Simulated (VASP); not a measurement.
Method: PBEsol GGA, VASP's PBE PAW potentials (set 64) (plane waves; VASP).

A VASP calculation is set up with these files.

**INCAR**
```
LWAVE=.FALSE.
SYSTEM=Ni3Si
ENCUT=480
PREC=Accurate
LASPH=.TRUE.
SIGMA=0.1   # width (eV)
ALGO=Normal
ISMEAR=1   # Methfessel-Paxton
NELM=100   # most electronic steps
LCHARG=.FALSE.
LREAL=.FALSE.
LMAXMIX=4   # l cut-off of mixed one-centre charges
GGA=PS
ISIF=2   # forces and stress, cell fixed
EDIFF=1E-7
```

**KPOINTS**
```
Automatic mesh
0
Gamma
8 8 8
0 0 0
```

File POSCAR:
```
Ni3Si
3.4591060
  1.0000001297   0.0000000000   0.0000000000
  0.0000000000   1.0000001297   0.0000000000
  0.0000000000   0.0000000000   1.0000001297
Si Ni
1 3
Cart
  0.0000000000   0.0000000000   0.0216819028
  0.0000000000   0.5000000648   0.5000000648
  0.5000000648   0.0000000000   0.5000000648
  0.5000000648   0.5000000648   0.0000000000
```

POTCAR, in this order: Si Ni (PBE.64 set). Program: vasp_std.

The resulting files:

OSZICAR:
```
       N       E                     dE             d eps       ncg     rms          rms(c)
DAV:   1     0.193266647440E+03    0.19327E+03   -0.15084E+04  3190   0.206E+03
DAV:   2    -0.198780631796E+02   -0.21314E+03   -0.20525E+03  3160   0.365E+02
DAV:   3    -0.303213545141E+02   -0.10443E+02   -0.10020E+02  3461   0.109E+02
DAV:   4    -0.305636378073E+02   -0.24228E+00   -0.24091E+00  3697   0.145E+01
DAV:   5    -0.305720018855E+02   -0.83641E-02   -0.83607E-02  3790   0.259E+00    0.216E+01
DAV:   6    -0.299477849152E+02    0.62422E+00   -0.61856E+01  3600   0.129E+02    0.169E+01
DAV:   7    -0.263564109109E+02    0.35914E+01   -0.17495E+01  3486   0.705E+01    0.442E+00
DAV:   8    -0.263049574726E+02    0.51453E-01   -0.76979E-01  3788   0.104E+01    0.197E+00
DAV:   9    -0.263180891275E+02   -0.13132E-01   -0.24639E-01  4122   0.178E+01    0.242E+00
DAV:  10    -0.262739812873E+02    0.44108E-01   -0.94000E-02  4210   0.109E+01    0.486E-01
DAV:  11    -0.262726160792E+02    0.13652E-02   -0.11094E-02  3827   0.106E+00    0.201E-01
DAV:  12    -0.262724776899E+02    0.13839E-03   -0.11149E-03  4463   0.930E-01    0.683E-02
DAV:  13    -0.262724514573E+02    0.26233E-04   -0.20837E-04  3917   0.353E-01    0.186E-02
DAV:  14    -0.262724474532E+02    0.40041E-05   -0.24006E-05  3777   0.784E-02    0.865E-03
DAV:  15    -0.262724471689E+02    0.28429E-06   -0.29031E-06  4559   0.222E-02    0.373E-03
DAV:  16    -0.262724467532E+02    0.41566E-06   -0.16522E-07  2535   0.511E-03    0.967E-04
DAV:  17    -0.262724466856E+02    0.67624E-07   -0.27109E-08  1905   0.267E-03
   1 F= -.26272447E+02 E0= -.26272963E+02  d E =0.154985E-02
```

OUTCAR:
```
------------------------ aborting loop because EDIFF is reached ----------------------------------------
  FORCE on cell =-STRESS in cart. coord.  units (eV):
  Direction    XX          YY          ZZ          XY          YZ          ZX
  --------------------------------------------------------------------------------------
  Total        0.2034028      0.2034028      0.2348686      0.0000000      0.0000000     -0.0000000
  in kB        7.8736449      7.8736449      9.0916707      0.0000000      0.0000000     -0.0000000
  external PRESSURE =       8.2796535 kB  Pullay stress =       0.0000000 kB
  volume of cell :       41.39
      direct lattice vectors                 reciprocal lattice vectors
     3.459106449  0.000000000  0.000000000     0.289092000  0.000000000  0.000000000
     0.000000000  3.459106449  0.000000000     0.000000000  0.289092000  0.000000000
     0.000000000  0.000000000  3.459106449     0.000000000  0.000000000  0.289092000
 POSITION                                       TOTAL-FORCE (eV/Angst)
 -----------------------------------------------------------------------------------
      0.00000      0.00000      0.07500        -0.000000      0.000000     -0.466094
      0.00000      1.72955      1.72955         0.000000      0.000000      0.253355
      1.72955      0.00000      1.72955        -0.000000      0.000000      0.253355
      1.72955      1.72955      0.00000        -0.000000     -0.000000     -0.040615
 -----------------------------------------------------------------------------------
    total drift:                                0.000000      0.000000     -0.000059
  FREE ENERGIE OF THE ION-ELECTRON SYSTEM (eV)
  ---------------------------------------------------
  free  energy   TOTEN  =       -26.2724466856 eV

  energy  without entropy=      -26.2739965312  energy(sigma->0) =      -26.27296330
```
(Selected blocks of OUTCAR.)

**OUTCAR**
```
 val. band max:       11.0613968671   @ k =   0.1250   0.1250   0.0000

 cond. band min:      11.1389157588   @ k =   0.5000   0.3750   0.3750


 Fermi energy:        11.1027514713

 k-point     1 :       0.0000    0.0000    0.0000
  band No.  band energies     occupation
      1      -1.1315      2.00000
      2       5.9770      2.00000
      3       6.7796      2.00000
      4       6.8087      2.00000
      5       7.3447      2.00000
      6       7.3447      2.00000
      7       7.3496      2.00000
      8       9.4529      2.00000
      9       9.4529      2.00000
     10       9.4786      2.00000
     11      10.2148      2.00000
     12      10.2159      2.00000
     13      10.2159      2.00000
     14      10.4762      2.00000
     15      10.4890      2.00000
     16      10.8144      2.00035
     17      11.1538      0.24870
     18      11.1587      0.19803
     19      11.1587      0.19803
     20      16.3279      0.00000
     21      17.6206      0.00000

 k-point     2 :       0.1250    0.0000    0.0000
  band No.  band energies     occupation
      1      -0.9425      2.00000
      2       5.9941      2.00000
      3       6.5581      2.00000
      4       6.9211      2.00000
      5       7.3300      2.00000
      6       7.3402      2.00000
      7       7.4080      2.00000
      8       9.1571      2.00000
      9       9.1635      2.00000
     10       9.4097      2.00000
     11       9.6895      2.00000
     12      10.2993      2.00000
     13      10.3002      2.00000
     14      10.4733      2.00000
     15      10.4884      2.00000
     16      10.7343      2.00000
     17      11.1589      0.19607
     18      11.5397     -0.00000
     19      11.5488     -0.00000
     20      16.6259      0.00000
     21      17.5751      0.00000

 k-point     3 :       0.0000    0.0000    0.1250
  band No.  band energies     occupation
      1      -0.9426      2.00000
      2       5.9961      2.00000
      3       6.5407      2.00000
...
```

The compound is Ni3Si in the L1_2 structure. This cell was strained or had an atom moved on purpose. The run is not spin-polarised, so no magnetic state was tried.
